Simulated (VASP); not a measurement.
Calculation: RPBE GGA, VASP's PBE PAW potentials (set 64) (plane waves; VASP 6.6.1).

VASP input:

File POSCAR:
```
BAs
1.0
  0.0000000000   2.3900000000   2.3900000000
  2.3900000000   0.0000000000   2.3900000000
  2.3900000000   2.3900000000   0.0000000000
B As
1 1
Cartesian
  0.0000000000   0.0000000000   0.0000000000
  1.1950000000   1.1950000000   1.1950000000
```

**INCAR**
```
! general
SYSTEM =BAs
PREC   =Accurate
ENCUT  =520
LREAL  =.FALSE.
LASPH  =.TRUE.

! electronic loop
EDIFF  =1E-6
NELM   =100
ALGO   =Normal
LMAXMIX=4

! smearing
ISMEAR =0
SIGMA  =0.05

! functional
GGA    =RP

! ions
IBRION =2
NSW    =60
ISIF   =3
EDIFFG =-0.01

! output
LWAVE  =.FALSE.
LCHARG =.FALSE.
```

KPOINTS:
```
kpoints
0
G
  9 9 9
0 0 0
```

POTCAR, in this order: B As (PBE.64 set). Program: vasp_std.

The run wrote:

OSZICAR:
```
       N       E                     dE             d eps       ncg     rms          rms(c)
DAV:   1     0.151290783182E+02    0.15129E+02   -0.39862E+03   560   0.895E+02
DAV:   2    -0.108740637201E+02   -0.26003E+02   -0.25372E+02   840   0.108E+02
DAV:   3    -0.113153605207E+02   -0.44130E+00   -0.44130E+00   688   0.185E+01
DAV:   4    -0.113159611073E+02   -0.60059E-03   -0.60059E-03   784   0.764E-01
DAV:   5    -0.113159613617E+02   -0.25438E-06   -0.25438E-06   680   0.118E-02    0.501E+00
DAV:   6    -0.107789282492E+02    0.53703E+00   -0.17247E+00   584   0.678E+00    0.253E+00
DAV:   7    -0.107301720234E+02    0.48756E-01   -0.21398E-01   800   0.277E+00    0.983E-01
DAV:   8    -0.107274738329E+02    0.26982E-02   -0.19706E-02   600   0.108E+00    0.116E-01
DAV:   9    -0.107281031964E+02   -0.62936E-03   -0.78951E-04   760   0.224E-01    0.634E-02
DAV:  10    -0.107284529565E+02   -0.34976E-03   -0.62382E-04   688   0.193E-01    0.188E-02
DAV:  11    -0.107284624518E+02   -0.94953E-05   -0.32945E-05   848   0.431E-02    0.134E-02
DAV:  12    -0.107284630795E+02   -0.62772E-06   -0.47837E-06   584   0.187E-02
   1 F= -.10728463E+02 E0= -.10728463E+02  d E =-.107285E+02
       N       E                     dE             d eps       ncg     rms          rms(c)
DAV:   1    -0.107839306670E+02   -0.55468E-01   -0.14119E+00   648   0.877E+00    0.112E+00
DAV:   2    -0.107509274967E+02    0.33003E-01   -0.59625E-02   576   0.148E+00    0.556E-01
DAV:   3    -0.107409314024E+02    0.99961E-02   -0.21402E-02   624   0.822E-01    0.174E-01
DAV:   4    -0.107400925078E+02    0.83889E-03   -0.16125E-03   688   0.264E-01    0.972E-02
DAV:   5    -0.107400683420E+02    0.24166E-04   -0.11189E-04   648   0.717E-02    0.542E-02
DAV:   6    -0.107400742727E+02   -0.59308E-05   -0.15199E-05   640   0.278E-02    0.164E-03
DAV:   7    -0.107400746092E+02   -0.33646E-06   -0.75566E-07   456   0.612E-03
   2 F= -.10740075E+02 E0= -.10740075E+02  d E =-.116115E-01
       N       E                     dE             d eps       ncg     rms          rms(c)
DAV:   1    -0.107555197065E+02   -0.15445E-01   -0.23343E-01   656   0.365E+00    0.465E-01
DAV:   2    -0.107502654026E+02    0.52543E-02   -0.89735E-03   576   0.576E-01    0.227E-01
DAV:   3    -0.107486392333E+02    0.16262E-02   -0.35248E-03   624   0.332E-01    0.809E-02
DAV:   4    -0.107485208305E+02    0.11840E-03   -0.23350E-04   688   0.102E-01    0.447E-02
DAV:   5    -0.107485170345E+02    0.37959E-05   -0.18910E-05   696   0.302E-02    0.232E-02
DAV:   6    -0.107485170039E+02    0.30592E-07   -0.19656E-06   632   0.101E-02
   3 F= -.10748517E+02 E0= -.10748517E+02  d E =-.200539E-01
```

**OUTCAR**
```
------------------------ aborting loop because EDIFF is reached ----------------------------------------
  FORCE on cell =-STRESS in cart. coord.  units (eV):
  Direction    XX          YY          ZZ          XY          YZ          ZX
  --------------------------------------------------------------------------------------
  Total        0.0006744      0.0006744      0.0006744     -0.0000000      0.0000000     -0.0000000
  in kB        0.0379514      0.0379514      0.0379514     -0.0000000      0.0000000     -0.0000000
  external PRESSURE =       0.0379514 kB  Pullay stress =       0.0000000 kB
  volume of cell :       28.47
      direct lattice vectors                 reciprocal lattice vectors
    -0.000000000  2.423595011  2.423595011    -0.206305095  0.206305095  0.206305095
     2.423595011 -0.000000000  2.423595011     0.206305095 -0.206305095  0.206305095
     2.423595011  2.423595011  0.000000000     0.206305095  0.206305095 -0.206305095
  FREE ENERGIE OF THE ION-ELECTRON SYSTEM (eV)
  ---------------------------------------------------
  free  energy   TOTEN  =       -10.7485170039 eV

  energy  without entropy=      -10.7485170039  energy(sigma->0) =      -10.74851700

 reached required accuracy - stopping structural energy minimisation
```
(Selected blocks of OUTCAR.)

CONTCAR:
```
BAs
   1.00000000000000
    -0.0000000000000000    2.4235950113340783    2.4235950113340783
     2.4235950113340783   -0.0000000000000000    2.4235950113340783
     2.4235950113340783    2.4235950113340783    0.0000000000000000
  B               As
     1     1
Direct
     0.0000000000000000    0.0000000000000000    0.0000000000000000
     0.2500000000000000    0.2500000000000000    0.2500000000000000
```

Energy and stress use the plane-wave basis of the starting cell.

The compound is BAs in the zinc blende structure. This run relaxes it. Symmetry was kept, so distortions that lower it aren't found.
